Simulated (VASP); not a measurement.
Energy against volume of ZrB$_{2}$ (AlB2 type). Method: RPBE GGA, VASP's PBE PAW potentials (set 64) (plane waves; VASP). Numerical set-up: 520 eV cut-off, 11×11×9 Γ-centred mesh, first-order Methfessel-Paxton smearing of 0.10 eV, potentials Zr_sv B.

Shape and ions are relaxed at each volume.

```tsv
V (Å³/atom)	E (eV/atom)
10.126	-7.95305
10.439	-7.96042
10.752	-7.95430
11.066	-7.93655
```

Task: Fit these four points and predict the energy of the run at 9.813 Å³/atom.

Result: A cubic in V^(−2/3), the third-order Birch-Murnaghan form, passes through the four points with V0 = 10.45 Å³/atom and B0 = 229 GPa, and gives -7.9299 eV/atom there. The run gave -7.9300 eV/atom, -0.1 meV/atom from the fit; all five points give B0 = 229 GPa.

The compound is ZrB2 in the AlB2 type structure. It was relaxed first.
